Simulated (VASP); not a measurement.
Method: revTPSS meta-GGA, VASP's PBE PAW potentials (set 64) (plane waves; VASP).

A VASP calculation is set up with these files.

POSCAR:
```
HfN
1
    0.0000000000     2.2996401787     2.2996401787
    2.2996401787     0.0000000000     2.2996401787
    2.2996401787     2.2996401787     0.0000000000
Hf N
1 1
Direct
  0.0000000000   0.0000000000   0.0000000000
  0.5000000000   0.5000000000   0.5000000000
```

INCAR:
```
LMAXMIX = 6   # l cut-off of mixed one-centre charges
SIGMA = 0.1   # width (eV)
LASPH = .TRUE.
SYSTEM = HfN
LREAL = .FALSE.   # projection in real space or not
ALGO = Normal   # blocked Davidson
NELM = 100
LCHARG = .FALSE.
LMIXTAU = .TRUE.
PREC = Accurate
LWAVE = .FALSE.
ISIF = 2
EDIFF = 1E-7
ENCUT = 520   # plane-wave cut-off (eV)
METAGGA = RTPSS
ISMEAR = 1   # Methfessel-Paxton
```

KPOINTS:
```
Automatic mesh
0
Gamma
14 14 14
0 0 0
```

POTCAR, in this order: Hf_pv N (PBE.64 set). Program: vasp_std.

What VASP printed:

**OUTCAR**
```
 ion  position               nearest neighbor table
   1  0.000  0.000  0.000-   2 2.30   2 2.30   2 2.30   2 2.30   2 2.30   2 2.30
   2  0.500  0.500  0.500-   1 2.30   1 2.30   1 2.30   1 2.30   1 2.30   1 2.30
  LATTYP: Found a face centered cubic cell.
 ALAT       =     4.5992803574
 Subroutine PRICEL returns:
 Original cell was already a primitive cell.
 Subroutine GETGRP returns: Found 48 space group operations
The static configuration has the point symmetry O_h .
The dynamic configuration has the point symmetry O_h .
 Subroutine INISYM returns: Found 48 space group operations
 Subroutine IBZKPT returns following result:
 Found    104 irreducible k-points:

 Following reciprocal coordinates:
            Coordinates               Weight
  0.000000  0.000000  0.000000      1.000000
  0.071429  0.000000  0.000000      8.000000
  0.142857  0.000000  0.000000      8.000000
  0.214286  0.000000  0.000000      8.000000
  0.285714  0.000000  0.000000      8.000000
  0.357143  0.000000  0.000000      8.000000
  0.428571  0.000000  0.000000      8.000000
  0.500000  0.000000  0.000000      4.000000
  0.071429  0.071429  0.000000      6.000000
  0.142857  0.071429  0.000000     24.000000
  0.214286  0.071429  0.000000     24.000000
  0.285714  0.071429  0.000000     24.000000
  0.357143  0.071429  0.000000     24.000000
  0.428571  0.071429  0.000000     24.000000
  0.500000  0.071429  0.000000     24.000000
 -0.428571  0.071429  0.000000     24.000000
 -0.357143  0.071429  0.000000     24.000000
 -0.285714  0.071429  0.000000     24.000000
 -0.214286  0.071429  0.000000     24.000000
 -0.142857  0.071429  0.000000     24.000000
 -0.071429  0.071429  0.000000     12.000000
  0.142857  0.142857  0.000000      6.000000
  0.214286  0.142857  0.000000     24.000000
  0.285714  0.142857  0.000000     24.000000
...
```

File OSZICAR:
```
       N       E                     dE             d eps       ncg     rms          rms(c)
DAV:   1     0.121850231428E+03    0.12185E+03   -0.95682E+03  2312   0.157E+03
DAV:   2     0.324263959656E+02   -0.89424E+02   -0.83465E+02  3210   0.385E+02
DAV:   3     0.276902077135E+02   -0.47362E+01   -0.45334E+01  3254   0.697E+01
DAV:   4     0.275617183408E+02   -0.12849E+00   -0.12637E+00  3563   0.108E+01
DAV:   5     0.275585349788E+02   -0.31834E-02   -0.31773E-02  3336   0.120E+00    0.531E+01
DAV:   6     0.141147765339E+02   -0.13444E+02   -0.20724E+01  2416   0.526E+01    0.326E+01
DAV:   7     0.137073633410E+02   -0.40741E+00   -0.23534E+00  2605   0.188E+01    0.157E+01
DAV:   8     0.143890534104E+02    0.68169E+00   -0.15623E+00  2342   0.158E+01    0.334E+00
DAV:   9     0.136096126693E+02   -0.77944E+00   -0.51154E-01  2321   0.878E+00    0.248E+00
DAV:  10     0.143485034723E+02    0.73889E+00   -0.91624E-01  2336   0.120E+01    0.569E+00
DAV:  11     0.135553914256E+02   -0.79311E+00   -0.29481E-01  2300   0.775E+00    0.204E+00
DAV:  12     0.135090465526E+02   -0.46345E-01   -0.18833E-01  2782   0.330E+00    0.154E-01
DAV:  13     0.135020068010E+02   -0.70398E-02   -0.10902E-02  2422   0.122E+00    0.123E-01
DAV:  14     0.135003883034E+02   -0.16185E-02   -0.32223E-04  2805   0.236E-01    0.760E-02
DAV:  15     0.135004534652E+02    0.65162E-04   -0.24813E-05  2644   0.548E-02    0.739E-02
DAV:  16     0.135003579329E+02   -0.95532E-04   -0.10081E-04  2434   0.854E-02    0.186E-02
DAV:  17     0.135003494204E+02   -0.85125E-05   -0.57340E-06  2546   0.274E-02    0.765E-03
DAV:  18     0.135003467759E+02   -0.26445E-05   -0.66245E-07  2676   0.920E-03    0.595E-03
DAV:  19     0.135003461849E+02   -0.59101E-06   -0.15919E-06  2712   0.125E-02    0.150E-03
DAV:  20     0.135003459372E+02   -0.24769E-06   -0.66808E-08  1327   0.372E-03    0.463E-04
DAV:  21     0.135003458920E+02   -0.45166E-07   -0.54852E-09  1246   0.741E-04
   1 F= 0.13500346E+02 E0= 0.13500605E+02  d E =-.777472E-03
```

### OUTCAR
```
------------------------ aborting loop because EDIFF is reached ----------------------------------------
  FORCE on cell =-STRESS in cart. coord.  units (eV):
  Direction    XX          YY          ZZ          XY          YZ          ZX
  --------------------------------------------------------------------------------------
  Total       -2.2078500     -2.2078500     -2.2078500     -0.0000000     -0.0000000     -0.0000000
  in kB     -145.4355196   -145.4355196   -145.4355196     -0.0000000     -0.0000000     -0.0000000
  external PRESSURE =    -145.4355196 kB  Pullay stress =       0.0000000 kB
  volume of cell :       24.32
      direct lattice vectors                 reciprocal lattice vectors
     0.000000000  2.299640179  2.299640179    -0.217425319  0.217425319  0.217425319
     2.299640179  0.000000000  2.299640179     0.217425319 -0.217425319  0.217425319
     2.299640179  2.299640179  0.000000000     0.217425319  0.217425319 -0.217425319
 POSITION                                       TOTAL-FORCE (eV/Angst)
 -----------------------------------------------------------------------------------
      0.00000      0.00000      0.00000        -0.000000     -0.000000     -0.000000
      2.29964      2.29964      2.29964         0.000000      0.000000      0.000000
 -----------------------------------------------------------------------------------
    total drift:                                0.000000     -0.000000     -0.000000
  FREE ENERGIE OF THE ION-ELECTRON SYSTEM (eV)
  ---------------------------------------------------
  free  energy   TOTEN  =        13.5003458920 eV

  energy  without entropy=       13.5011233642  energy(sigma->0) =       13.50060505
```
(Selected blocks of OUTCAR.)

The compound is HfN in the rock salt structure. This cell is one point of a volume scan, at 1.06 of the reference volume. The electron count is odd and the run is not spin-polarised, which forces a metal.
